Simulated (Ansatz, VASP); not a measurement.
# ReRuW: VASP beside Ansatz, part 2 of 2

Aim: how closely do two programs agree when they are given the same cell, functional and k mesh? The cell is invented: other elements were put on sites of a known structure type. It may not be a known or stable phase. The cell comes out of the VASP series on this material, whose earlier steps may have relaxed, scaled or displaced it; both programs get it as it stands.

VASP 6.6.1 and Ansatz 0.2.0.

So far. Step 2 (Ansatz: single point, PBEsol): The run ends at a pressure of 2.93 GPa, with forces up to 0.0024 eV/Å.

## 3. VASP: single point, PBEsol

Level of this step: PBEsol; plane waves and PAW (Re, Ru, W); invented cell (VASP).

The same cell, functional, mesh and smearing now go to VASP, with its own data sets and cutoff.

Lines of VASP's logs that name or quote its potential files are left out, and so is its time.

INCAR reads:

```
SYSTEM = ReRuW
PREC = Normal
ENCUT = 300
EDIFF = 1E-05
NELM = 120
ISMEAR = 1
SIGMA = 0.2
LREAL = Auto
ALGO = Fast
GGA = PS
NBANDS = 108
LORBIT = 11
LWAVE = .FALSE.
LCHARG = .FALSE.
KPAR = 4
```

POSCAR reads:

```
ReRuW
1.0
   -6.4704130131      3.7356946983      5.4300283818
    6.4704130131     -3.7356946983      5.4300283818
    2.1568043377      3.7356946983     -5.4300283818
Re Ru W
8 8 8
Direct
    0.7083333350      0.5416666650      0.5000000000
    0.2083333350      0.0416666650      0.5000000000
    0.2083333350      0.5416666650      0.0000000000
    0.7083333350      0.0416666650      0.0000000000
    0.2916666650      0.4583333350      0.5000000000
    0.7916666650      0.9583333350      0.5000000000
    0.7916666650      0.4583333350      0.0000000000
    0.2916666650      0.9583333350      0.0000000000
    0.4583333350      0.2916666650      0.5000000000
    0.9583333350      0.7916666650      0.5000000000
    0.9583333350      0.2916666650      0.0000000000
    0.4583333350      0.7916666650      0.0000000000
    0.5416666650      0.7083333350      0.5000000000
    0.0416666650      0.2083333350      0.5000000000
    0.0416666650      0.7083333350      0.0000000000
    0.5416666650      0.2083333350      0.0000000000
    0.0000000000      0.0000000000      0.0000000000
    0.5000000000      0.5000000000      0.0000000000
    0.5000000000      0.0000000000      0.5000000000
    0.0000000000      0.5000000000      0.5000000000
    0.2500000000      0.2500000000      0.0000000000
    0.7500000000      0.7500000000      0.0000000000
    0.7500000000      0.2500000000      0.5000000000
    0.2500000000      0.7500000000      0.5000000000
```

KPOINTS reads:

```
Automatic mesh
0
Gamma
8 8 8
0 0 0
```

The projector-augmented-wave data sets are Re, Ru and W (PBE family, release 64).

The run is started by

```console
$ mpirun -np 4 vasp_std
```

Numbers of over 12 decimals in the logs are rounded to 6 here.

Output:

```text
[banner, memory and clock lines left out]
running    4 mpi-ranks, on    1 nodes
 distrk:  each k-point on    1 cores,    4 groups
 distr:  one band on    1 cores,    1 groups

 POSCAR found type information on POSCAR ReRuW
 POSCAR found :  3 types and      24 ions
|                                                                             |
|               ----> ADVICE to this user running VASP <----                  |
|                                                                             |
|     You enforced a specific xc type in the INCAR file but a different       |
|     [... a line on the potential file left out ...]
|     I HOPE YOU KNOW WHAT YOU ARE DOING!                                     |
|                                                                             |

 LDA part: xc-table for (Slater+PW92), standard interpolation
 POSCAR, INCAR and KPOINTS ok, starting setup
 FFT: planning ... GRIDC
 FFT: planning ... GRID_SOFT
 FFT: planning ... GRID
 WAVECAR not read
 entering main loop
       N       E                     dE             d eps       ncg     rms          rms(c)
DAV:   1     0.916531814730E+03    0.91653E+03   -0.50465E+04 35420   0.129E+03
DAV:   2    -0.140241184648E+03   -0.10568E+04   -0.97391E+03 39612   0.856E+02
DAV:   3    -0.283157831915E+03   -0.14292E+03   -0.12858E+03 36560   0.262E+02
DAV:   4    -0.307734108738E+03   -0.24576E+02   -0.22799E+02 39804   0.914E+01
DAV:   5    -0.311408305667E+03   -0.36742E+01   -0.35137E+01 40152   0.216E+01    0.117E+02
RMM:   6    -0.298466540075E+03    0.12942E+02   -0.19684E+01 30917   0.255E+01    0.479E+01
RMM:   7    -0.295388297903E+03    0.30782E+01   -0.20785E+01 31811   0.209E+01    0.763E+00
RMM:   8    -0.294647497412E+03    0.74080E+00   -0.53315E+00 32942   0.105E+01    0.636E+00
RMM:   9    -0.294745726842E+03   -0.98229E-01   -0.18455E+00 35927   0.320E+00    0.188E+00
RMM:  10    -0.294763086314E+03   -0.17359E-01   -0.51402E-01 35241   0.245E+00    0.268E+00
RMM:  11    -0.294797394225E+03   -0.34308E-01   -0.37512E-01 37489   0.113E+00    0.587E-01
RMM:  12    -0.294809795767E+03   -0.12402E-01   -0.14093E-01 38131   0.794E-01    0.190E-01
RMM:  13    -0.294819762011E+03   -0.99662E-02   -0.10518E-01 38802   0.490E-01    0.127E-01
RMM:  14    -0.294824665254E+03   -0.49032E-02   -0.49283E-02 38978   0.348E-01    0.103E-01
[...]
RMM:  21    -0.294833205037E+03   -0.23382E-03   -0.23320E-03 25209   0.108E-01    0.158E-02
RMM:  22    -0.294833324973E+03   -0.11994E-03   -0.11860E-03 24339   0.111E-01    0.883E-03
RMM:  23    -0.294833422546E+03   -0.97573E-04   -0.97722E-04 23348   0.114E-01    0.108E-02
RMM:  24    -0.294833471923E+03   -0.49377E-04   -0.49792E-04 22493   0.120E-01    0.147E-02
RMM:  25    -0.294833513448E+03   -0.41525E-04   -0.41237E-04 21603   0.125E-01    0.170E-02
RMM:  26    -0.294833534965E+03   -0.21517E-04   -0.21271E-04 20801   0.134E-01    0.153E-02
RMM:  27    -0.294833552773E+03   -0.17808E-04   -0.17593E-04 20256   0.140E-01    0.136E-02
RMM:  28    -0.294833562027E+03   -0.92539E-05   -0.91953E-05 19750   0.144E-01
   1 F= -.29483356E+03 E0= -.29483383E+03  d E =0.815410E-03
```

Parts of OUTCAR (step 3):

```text
ion  position               nearest neighbor table
   1  0.708  0.542  0.500-  16 2.49  15 2.49  13 2.49  10 2.72   9 2.72  23 2.84  20 2.84  17 2.84
                            22 2.84  18 2.84  21 2.84
   2  0.208  0.042  0.500-  15 2.49  16 2.49  14 2.49  10 2.72   9 2.72  24 2.84  19 2.84  18 2.84
                            21 2.84  17 2.84  22 2.84
   3  0.208  0.542  0.000-  14 2.49  13 2.49  15 2.49  12 2.72  11 2.72  21 2.84  18 2.84  24 2.84
                            19 2.84  20 2.84  23 2.84
   4  0.708  0.042  0.000-  13 2.49  14 2.49  16 2.49  12 2.72  11 2.72  22 2.84  17 2.84  23 2.84
                            20 2.84  19 2.84  24 2.84
   5  0.292  0.458  0.500-  12 2.49  11 2.49   9 2.49  14 2.72  13 2.72  24 2.84  20 2.84  17 2.84
                            21 2.84  18 2.84  22 2.84
   6  0.792  0.958  0.500-  11 2.49  12 2.49  10 2.49  14 2.72  13 2.72  23 2.84  19 2.84  18 2.84
                            22 2.84  17 2.84  21 2.84
   7  0.792  0.458  0.000-  10 2.49   9 2.49  11 2.49  16 2.72  15 2.72  22 2.84  18 2.84  19 2.84
                            23 2.84  24 2.84  20 2.84
   8  0.292  0.958  0.000-   9 2.49  10 2.49  12 2.49  16 2.72  15 2.72  21 2.84  17 2.84  20 2.84
                            24 2.84  23 2.84  19 2.84
   9  0.458  0.292  0.500-   8 2.49   7 2.49   5 2.49   2 2.72   1 2.72  23 2.84  19 2.84  18 2.84
                            22 2.84  17 2.84  21 2.84
  10  0.958  0.792  0.500-   7 2.49   8 2.49   6 2.49   2 2.72   1 2.72  24 2.84  20 2.84  17 2.84
                            21 2.84  18 2.84  22 2.84
  11  0.958  0.292  0.000-   6 2.49   5 2.49   7 2.49   4 2.72   3 2.72  21 2.84  17 2.84  24 2.84
                            20 2.84  19 2.84  23 2.84
  12  0.458  0.792  0.000-   5 2.49   6 2.49   8 2.49   4 2.72   3 2.72  22 2.84  18 2.84  23 2.84
                            19 2.84  20 2.84  24 2.84
  13  0.542  0.708  0.500-   4 2.49   3 2.49   1 2.49   6 2.72   5 2.72  24 2.84  19 2.84  18 2.84
                            21 2.84  17 2.84  22 2.84
  14  0.042  0.208  0.500-   3 2.49   4 2.49   2 2.49   6 2.72   5 2.72  23 2.84  20 2.84  17 2.84
                            22 2.84  18 2.84  21 2.84
  15  0.042  0.708  0.000-   2 2.49   1 2.49   3 2.49   8 2.72   7 2.72  22 2.84  17 2.84  20 2.84
                            23 2.84  24 2.84  19 2.84
  16  0.542  0.208  0.000-   1 2.49   2 2.49   4 2.49   8 2.72   7 2.72  21 2.84  18 2.84  19 2.84
                            24 2.84  23 2.84  20 2.84
  17  0.000  0.000  0.000-  21 2.72  22 2.72  11 2.84  15 2.84   4 2.84   8 2.84  14 2.84   5 2.84
                             1 2.84  10 2.84   9 2.84   6 2.84   2 2.84  13 2.84
  18  0.500  0.500  0.000-  21 2.72  22 2.72  12 2.84  16 2.84   3 2.84   7 2.84  13 2.84   6 2.84
                             2 2.84   9 2.84  10 2.84   5 2.84   1 2.84  14 2.84
  19  0.500  0.000  0.500-  23 2.72  24 2.72   9 2.84  13 2.84   2 2.84   6 2.84   7 2.84  16 2.84
                             3 2.84  12 2.84   4 2.84   8 2.84  11 2.84  15 2.84
  20  0.000  0.500  0.500-  23 2.72  24 2.72  10 2.84  14 2.84   1 2.84   5 2.84   8 2.84  15 2.84
                             4 2.84  11 2.84   3 2.84   7 2.84  12 2.84  16 2.84
  21  0.250  0.250  0.000-  17 2.72  18 2.72  11 2.84  16 2.84   3 2.84   8 2.84  13 2.84   5 2.84
                             2 2.84  10 2.84   9 2.84   6 2.84   1 2.84  14 2.84
  22  0.750  0.750  0.000-  17 2.72  18 2.72  12 2.84  15 2.84   4 2.84   7 2.84  14 2.84   6 2.84
                             1 2.84   9 2.84  10 2.84   5 2.84   2 2.84  13 2.84
  23  0.750  0.250  0.500-  19 2.72  20 2.72   9 2.84  14 2.84   1 2.84   6 2.84   7 2.84  15 2.84
                             4 2.84  12 2.84   3 2.84   8 2.84  11 2.84  16 2.84
  24  0.250  0.750  0.500-  19 2.72  20 2.72  10 2.84  13 2.84   2 2.84   5 2.84   8 2.84  16 2.84
                             3 2.84  11 2.84   4 2.84   7 2.84  12 2.84  15 2.84

  LATTYP: Found a face centered orthorhombic cell.
 ALAT       =     8.6272173567
 B/A-ratio  =     1.2588133942
 C/A-ratio  =     1.7320508068

 Subroutine GETGRP returns: Found  8 space group operations
 (whereof  4 operations were pure point group operations)

The static configuration has the point symmetry C_2h.
 The point group associated with its full space group is D_2h.

 Found     95 irreducible k-points:

   k-points           NKPTS =     95   k-points in BZ     NKDIM =     95   number of bands    NBANDS=    108

   dimension x,y,z NGX =    40 NGY =   40 NGZ =   30
   dimension x,y,z NGXF=    80 NGYF=   80 NGZF=   60

   ENCUT  =  300.0 eV  22.05 Ry    4.70 a.u.  13.04 13.04  9.79*2*pi/ulx,y,z

   NELECT =     168.0000    total number of electrons

 k-points in reciprocal lattice and weights: Automatic mesh
   0.00000000  0.00000000  0.00000000       0.002
   0.12500000  0.00000000  0.00000000       0.016
   0.25000000  0.00000000  0.00000000       0.016
   0.37500000  0.00000000  0.00000000       0.016
[...]
-0.12500000 -0.37500000  0.12500000       0.016
  -0.25000000 -0.25000000  0.12500000       0.008
  -0.12500000 -0.25000000  0.12500000       0.016
  -0.12500000 -0.12500000  0.12500000       0.004
[...]
-0.37500000  0.37500000  0.50000000       0.004
   0.50000000  0.50000000  0.50000000       0.002

 average (electrostatic) potential at core
       1 -37.7174       2 -37.7174       3 -37.7174       4 -37.7174       5 -37.7174
       6 -37.7174       7 -37.7174       8 -37.7174       9 -59.0190      10 -59.0190
      11 -59.0190      12 -59.0190      13 -59.0190      14 -59.0190      15 -59.0190
      16 -59.0190      17 -35.8157      18 -35.8157      19 -35.8157      20 -35.8157
      21 -35.8157      22 -35.8157      23 -35.8157      24 -35.8157

 E-fermi :   9.0854

 k-point     1 :       0.0000    0.0000    0.0000
  band No.  band energies     occupation
    ...
     82       8.8252      2.06930
     83       8.8252      2.06930
     84       8.8252      2.06931
     85       8.8252      2.06931
     86       8.8697      2.06294
     87       9.3236     -0.07056
     88       9.3238     -0.07057
     89       9.4522     -0.02631
     90       9.6225     -0.00097
     91      10.0565     -0.00000
    ...

 k-point     2 :       0.1250    0.0000    0.0000
  band No.  band energies     occupation
    ...
     81       8.8016      2.06213
     82       8.8130      2.06615
     83       8.8154      2.06687
     84       8.8970      2.03596
     85       8.9755      1.79198
     86       9.2364      0.04473
     87       9.3438     -0.06964
     88       9.4448     -0.02907
     89       9.4707     -0.02013
     90       9.4881     -0.01530
    ...

 k-point     3 :       0.2500    0.0000    0.0000
  band No.  band energies     occupation
    ...
     81       8.8420      2.07090
     82       8.8446      2.07078
     83       8.8660      2.06495
     84       8.8679      2.06397
     85       9.0157      1.55176
     86       9.3048     -0.06499
     87       9.4100     -0.04399
     88       9.5431     -0.00565
     89       9.5506     -0.00486
     90       9.7205     -0.00007
    ...

  Total       -0.0351935      0.1717755      0.2067290      0.1792404      0.0000000     -0.0000000
  in kB       -0.1611013      0.7863169      0.9463193      0.8204883      0.0000000     -0.0000000
  external PRESSURE =       0.5238450 kB  Pullay stress =       0.0000000 kB

  energy-cutoff  :      300.00
  volume of cell :      350.00
      direct lattice vectors                 reciprocal lattice vectors
    -6.470413013  3.735694698  5.430028382     0.000000000  0.133843914  0.092080550
     6.470413013 -3.735694698  5.430028382     0.115912230  0.066921957  0.092080550
     2.156804338  3.735694698 -5.430028382     0.115912230  0.200765871  0.000000000

 POSITION                                       TOTAL-FORCE (eV/Angst)
 -----------------------------------------------------------------------------------
     -0.00000      2.49046      4.07252         0.010897     -0.006292     -0.000000
     -0.00000      2.49046     -1.35751         0.010897     -0.006292     -0.000000
      2.15680     -1.24523      4.07252         0.010897     -0.006292     -0.000000
     -4.31361      2.49046      4.07252         0.010897     -0.006292      0.000000
      2.15680      1.24523      1.35751        -0.010897      0.006292      0.000000
      2.15680      1.24523      6.78754        -0.010897      0.006292      0.000000
     -2.15680      1.24523      6.78754        -0.010897      0.006292     -0.000000
      4.31361     -2.49046      6.78754        -0.010897      0.006292      0.000000
     -0.00000      2.49046      1.35751        -0.014574      0.008414     -0.000000
     -0.00000      2.49046      6.78754        -0.014574      0.008414     -0.000000
     -4.31361      2.49046      6.78754        -0.014574      0.008414      0.000000
      2.15680     -1.24523      6.78754        -0.014574      0.008414      0.000000
      2.15680      1.24523      4.07252         0.014574     -0.008414      0.000000
      2.15680      1.24523     -1.35751         0.014574     -0.008414      0.000000
      4.31361     -2.49046      4.07252         0.014574     -0.008414     -0.000000
     -2.15680      1.24523      4.07252         0.014574     -0.008414      0.000000
      0.00000      0.00000      0.00000        -0.000000      0.000000     -0.000000
      0.00000      0.00000      5.43003        -0.000000      0.000000     -0.000000
     -2.15680      3.73569      0.00000        -0.000000      0.000000     -0.000000
      4.31361      0.00000      0.00000        -0.000000      0.000000     -0.000000
      0.00000      0.00000      2.71501        -0.000000      0.000000     -0.000000
      0.00000      0.00000      8.14504        -0.000000      0.000000     -0.000000
     -2.15680      3.73569      2.71501        -0.000000      0.000000     -0.000000
      4.31361     -0.00000      2.71501        -0.000000      0.000000     -0.000000
 -----------------------------------------------------------------------------------
    total drift:                               -0.000000     -0.000000      0.000000

  FREE ENERGIE OF THE ION-ELECTRON SYSTEM (eV)
  ---------------------------------------------------
  free  energy   TOTEN  =      -294.8335620267 eV

  energy  without entropy=     -294.8343774364  energy(sigma->0) =     -294.83383383

 total charge
# of ion       s       p       d       tot
------------------------------------------
    1        0.652   0.631   4.897   6.180
    2        0.652   0.631   4.897   6.180
    3        0.652   0.631   4.897   6.180
    4        0.652   0.631   4.897   6.180
    5        0.652   0.631   4.897   6.180
    6        0.652   0.631   4.897   6.180
    7        0.652   0.631   4.897   6.180
    8        0.652   0.631   4.897   6.180
    9        0.688   0.895   6.759   8.342
   10        0.688   0.895   6.759   8.342
   11        0.688   0.895   6.759   8.342
   12        0.688   0.895   6.759   8.342
   13        0.688   0.895   6.759   8.342
   14        0.688   0.895   6.759   8.342
   15        0.688   0.895   6.759   8.342
   16        0.688   0.895   6.759   8.342
   17        0.652   0.677   4.267   5.595
   18        0.652   0.677   4.267   5.595
   19        0.652   0.677   4.267   5.595
   20        0.652   0.677   4.267   5.595
   21        0.652   0.677   4.267   5.595
   22        0.652   0.677   4.267   5.595
   23        0.652   0.677   4.267   5.595
   24        0.652   0.677   4.267   5.595
--------------------------------------------------
tot         15.934  17.626 127.382 160.942

[... 3 further parts left out ...]
```

The data sets Re and W keep the semicore shell frozen, which is cheaper and a little less accurate.

## 4. Side by side

Known differences besides the PAW data sets themselves: the data sets hold 360 valence electrons in Ansatz (default PAW (the set named soft_2) files) and 168 in VASP; the cutoff is 420 eV in Ansatz and 300 eV in VASP (PREC = Normal, projectors in real space); Ansatz makes its cores anew for this functional, VASP keeps those of its PBE data sets; VASP leaves aspherical gradient terms in its spheres out (LASPH is not set), Ansatz keeps them. Total energies have different zeros and are not compared.

Compared:

```csv
quantity,Ansatz,VASP,difference
pressure (GPa),2.93,0.05,+2.87
```

At this near-relaxed geometry the largest component of a force difference is 14 meV/Å. Ansatz's pressure holds a Pulay correction of 0.09 GPa; VASP's holds none.

## 5. Looking for the cause

The difference is large enough to ask for its cause, so further runs change the set-up of one program at a time, as the table lists.

```csv
run,difference in pressure (GPa)
as above,2.9
"cores kept as stored, as VASP does, whose cores stay as stored",2.9
norm-conserving potentials (cutoff 1143 eV),3.2
```

## 6. Results

```yaml
difference_in_pressure_single_point_pbesol: 2.9 GPa
r_m_s_force_difference_single_point_pbesol: 6.5 meV/Å
```

In words: The difference in pressure is 2.9 GPa (single point, PBEsol), beyond the 1 GPa picked in this series as the mark of a large difference. For single point, PBEsol: no further run halves the difference in pressure; only Ansatz's side was varied. 1 further run on this material is not shown. Differences of this kind measure data sets and numerical settings, not the functional's error against experiment.

[Lines on the potential files, build, host, timing and source positions are cut from VASP's logs without a mark.]

[Logs are printed without paths, hosts, clocks, repeated set-up lines and the standing remarks that a program may print on its own settings, such as how far it seeks lower states.]

[Hosts, paths, dates, database ids (printed as entryN), source tags and the programs' standing remarks are cut or masked in the printed files.]
